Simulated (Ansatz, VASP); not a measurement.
# Ta2NbO3: VASP beside Ansatz

Contents of INCAR:

```
SYSTEM = Ta2NbO3
PREC     = Accurate       ! precision mode
ENCUT    = 520            ! plane-wave cutoff, eV
EDIFF    = 1E-7           ! SCF threshold, eV
ISMEAR   = 0              ! smearing method
SIGMA    = 0.1            ! smearing width, eV
LREAL    = .FALSE.        ! projectors in reciprocal space
LASPH    = .TRUE.         ! aspherical terms in the spheres
NELM     = 100            ! most SCF steps
ALGO     = Normal         ! electronic algorithm
ISIF     = 2              ! what is computed and relaxed
LWAVE    = .FALSE.        ! write WAVECAR
LCHARG   = .FALSE.        ! write CHGCAR
GGA      = PE             ! functional
NBANDS   = 36             ! bands
```

The input KPOINTS:

```
regular mesh
0
G
  6 6 6
  0 0 0
```

The input POSCAR:

```
Ta2NbO3
1.0
    2.4011630400      1.3863121300      3.9803252600
   -2.4011630400      1.3863121300      3.9803252600
    0.0000000000     -2.7726242500      3.9803252600
Ta Nb O
2 1 3
Direct
    0.8748720300      0.8748720300      0.8748720300
    0.1251279700      0.1251279700      0.1251279700
    0.5000000000      0.5000000000      0.5000000000
    0.0000000000      0.5000000000      0.5000000000
    0.5000000000      0.0000000000      0.5000000000
    0.5000000000      0.5000000000      0.0000000000
```

Input for Ansatz:

```yaml
crystal:
  lattice:
    - [2.40116304, 1.38631213, 3.98032526]
    - [-2.40116304, 1.38631213, 3.98032526]
    - [0.0, -2.77262425, 3.98032526]
  atoms:
    - { symbol: Ta, position: [0.87487203, 0.87487203, 0.87487203] }
    - { symbol: Ta, position: [0.12512797, 0.12512797, 0.12512797] }
    - { symbol: Nb, position: [0.5, 0.5, 0.5] }
    - { symbol: O, position: [0.0, 0.5, 0.5] }
    - { symbol: O, position: [0.5, 0.0, 0.5] }
    - { symbol: O, position: [0.5, 0.5, 0.0] }
basis:
  ecutwfc: 420
kpoints:
  mp_grid: { grid: [6, 6, 6] }
hamiltonian:
  xc: pbe
scf:
  occupations: { method: gaussian, width: 0.1 }
  lower_state_search: "off"
output:
  forces: true
  stress: true
  eigenvalues: true
```

Change from the starting cell: species swapped into the Eu2Al3Ga type (R-3m, No. 166).

Alike in both runs: task single point; functional PBE; k mesh 6 × 6 × 6; occupations gaussian, width 0.1 eV; no spin polarisation.

```csv
,VASP,Ansatz
version,VASP 6.6.1,Ansatz 0.2.0
potentials or method,"VASP PAW PBE potentials, release 64 (Ta_pv, Nb_sv, O)","scalar-relativistic, plane waves, PAW"
plane-wave cutoff (eV),520,420
valence electrons in the cell,53,57
```

Ansatz gave:

| Property | Result |
| --- | --- |
| gap on the k mesh at the Fermi level (eV) | none |
| pressure (GPa) | -13.8 |
| largest component of the traceless stress (GPa) | 41.75 |
| rms of the force components (eV/Å) | 0.235 |

**Question.** Estimate VASP's values.

**Answer.** gap on the k mesh at the Fermi level (eV): none; pressure (GPa): -13.9; largest component of the traceless stress (GPa): 41.70; rms of the force components (eV/Å): 0.235.

Atom by atom the forces differ by 0.000 eV/Å (rms over components). A gap of «none» marks a metal or a gap that the smearing closes. The two sets of potentials don't hold the same shells in valence.

Caveats: an odd number of electrons without spin polarisation forces a metal; a magnetic or distorted state may lie lower. Spin-orbit coupling is left out, which matters for the levels of Ta.
